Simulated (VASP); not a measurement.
Data:

```xyz
2
Lattice="0.0000 3.0935 3.0935 3.0935 0.0000 3.0935 3.0935 3.0935 0.0000" Properties=species:S:1:pos:R:3 pbc="T T T"
In     0.0000     0.0000     0.0000
As     1.5467     1.5467     1.5467
```

Calculation: PW91 GGA, VASP's PBE PAW potentials (set 64) (plane waves; VASP 6.6.1). Run with 520 eV cut-off, 10×10×10 Γ-centred mesh, first-order Methfessel-Paxton smearing of 0.10 eV, potentials In_d As.

Give the energy at these volumes per atom, relative to the lowest: 27.82, 28.71, 29.59, 30.48, 31.37 Å³.

18.6, 4.4, 0.0, 3.8, 14.4 meV/atom. A third-order Birch-Murnaghan fit gives B0 = 49.0 GPa and B0′ = 4.9.

Measured: bulk modulus 58.6 GPa at 0 K (computed value off by -16.4 %), as given by Daniel Mejia-Rodriguez et al., Physical Review B (2018), arXiv:1807.09216 [0 K value with the zero-point phonon effect removed]; a 6.047 Å at 0 K (computed value off by +2.3 %), as given by Daniel Mejia-Rodriguez et al., Physical Review B (2018), arXiv:1807.09216 [static lattice: zero-point anharmonic expansion removed].

The compound is InAs in the zinc blende structure. It was relaxed first, which changed the volume by +6 %.
